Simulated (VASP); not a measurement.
Here is the system:

```yaml
crystal:
  lattice:
    - [0.00000, 3.04686, 3.04686]
    - [3.04686, 0.00000, 3.04686]
    - [3.04686, 3.04686, 0.00000]
  atoms:
    - { symbol: Al, position: [0.25000, 0.25000, 0.25000] }
    - { symbol: Al, position: [0.75000, 0.75000, 0.75000] }
    - { symbol: Au, position: [0.00000, 0.00000, 0.00000] }
```

The numbers are results of RPBE GGA, VASP's PBE PAW potentials (set 64) (plane waves; VASP 6.6.1), not measurements. Settings: 520 eV cut-off, Gaussian smearing of 0.050 eV, potentials Al Au.

Question: Give the energies of bands 1 to 11 at the high-symmetry points, in eV from the Fermi level.

Answer: 
| band | Γ | X | U | L | W |
|---|---|---|---|---|---|
| 1 | -10.19 | -7.02 | -7.11 | -8.20 | -6.78 |
| 2 | -6.34 | -6.79 | -6.55 | -6.23 | -6.78 |
| 3 | -6.34 | -6.05 | -6.30 | -6.11 | -6.05 |
| 4 | -6.34 | -5.58 | -5.68 | -6.11 | -6.00 |
| 5 | -5.43 | -5.58 | -5.37 | -5.33 | -5.58 |
| 6 | -5.43 | -5.16 | -5.34 | -5.33 | -5.03 |
| 7 | 2.04 | -4.85 | -4.48 | -5.26 | -3.90 |
| 8 | 2.96 | -1.99 | -3.28 | 0.40 | -3.90 |
| 9 | 2.96 | -1.99 | -1.28 | 0.40 | -2.09 |
| 10 | 2.96 | 1.06 | 1.74 | 3.28 | 3.98 |
| 11 | 3.73 | 2.11 | 4.29 | 3.32 | 3.98 |

It has no gap at this level: it comes out as a metal or semimetal.

The compound is AuAl2 in the fluorite structure. It was relaxed first. The electron count is odd and the run is not spin-polarised, which forces a metal.
